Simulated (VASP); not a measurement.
An input for Quantum ESPRESSO's pw.x (written as the equivalent of a VASP run, and not itself run):

```
&CONTROL
  calculation = 'scf'
  pseudo_dir = './pseudo'
  outdir = './out'
  tprnfor = .true.
  tstress = .true.
/
&SYSTEM
  ibrav = 0
  nat = 2
  ntyp = 2
  ecutwfc = 84
  occupations = 'smearing'
  smearing = 'gaussian'
  degauss = 0.003675
  input_dft = 'pw91'
/
&ELECTRONS
  conv_thr = 7.3e-09
  electron_maxstep = 100
/
ATOMIC_SPECIES
  K 39.098 K.upf
  F 18.998 F.upf
CELL_PARAMETERS angstrom
     0.0000000    2.7304412    2.7304412
     2.7304412    0.0000000    2.7304412
     2.7304412    2.7304412    0.0000000
ATOMIC_POSITIONS crystal
  K    0.0000000  0.0000000  0.0000000
  F    0.5000000  0.5000000  0.5000000
K_POINTS automatic
  8 8 8 0 0 0
```

### Question
Translate this input to VASP (INCAR, KPOINTS, POSCAR, choice of POTCAR).

### Answer
One answer among several that fit: 
INCAR:
```
# general
SYSTEM=KF
PREC  =Accurate
ENCUT =520
LREAL =F
LASPH =T

# electronic loop
EDIFF =1E-7
NELM  =100
ALGO  =Normal

# smearing
ISMEAR=0
SIGMA =0.05

# functional
GGA   =91

# ions
ISIF  =2

# output
LWAVE =F
LCHARG=F
```

### KPOINTS
```
Automatic mesh
0
Gamma
8 8 8
0 0 0
```

POSCAR:
```
KF
1
    0.0000000000     2.7304412495     2.7304412495
    2.7304412495     0.0000000000     2.7304412495
    2.7304412495     2.7304412495     0.0000000000
K F
1 1
Direct
  0.0000000000   0.0000000000   0.0000000000
  0.5000000000   0.5000000000   0.5000000000
```

POTCAR, in this order: K_sv F (PBE.64 set). Program: vasp_std.

What does not carry over: the potentials are each code's own (VASP's PAW set, PseudoDojo norm-conserving files in pw.x), so ENCUT and ecutwfc are chosen apart and not converted; conv_thr bounds pw.x's estimated SCF error, while EDIFF bounds the energy change between steps.

The compound is KF in the rock salt structure. This cell is one point of a volume scan, at 1.03 of the reference volume.
